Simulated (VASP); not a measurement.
Data:

```
CuI
1.0
    0.00000     3.02500     3.02500
    3.02500     0.00000     3.02500
    3.02500     3.02500     0.00000
Cu I
1 1
Direct
  0.00000   0.00000   0.00000
  0.25000   0.25000   0.25000
```

Level of theory: PBE GGA + U (Dudarev), VASP's PBE PAW potentials (set 64) (plane waves; VASP 6.6.1). Settings: 400 eV cut-off, 7×7×7 Γ-centred mesh, Gaussian smearing of 0.050 eV, potentials Cu I, U − J: Cu 5.00 eV.

Unless said otherwise, spin-orbit coupling is left out, though it shifts the bands of the heavy elements here.

Q: Estimate the energy per atom (σ→0), band gap (on the k-mesh) with the smallest direct gap where there is one.

A: 
The band gap (on the k-mesh) comes out as 1.92 eV and the smallest direct gap (on the k-mesh) is 1.92 eV. The energy per atom (σ→0) is -2.108 eV/atom.

The compound is CuI in the zinc blende structure. The cell was not relaxed at this level. The run is one of a series of settings (LDAU = .TRUE., LDAUJ = 0 0, LDAUL = 2 -1, LDAUTYPE = 2, LDAUU = 5.0 0 against the base run), some of them coarse on purpose.
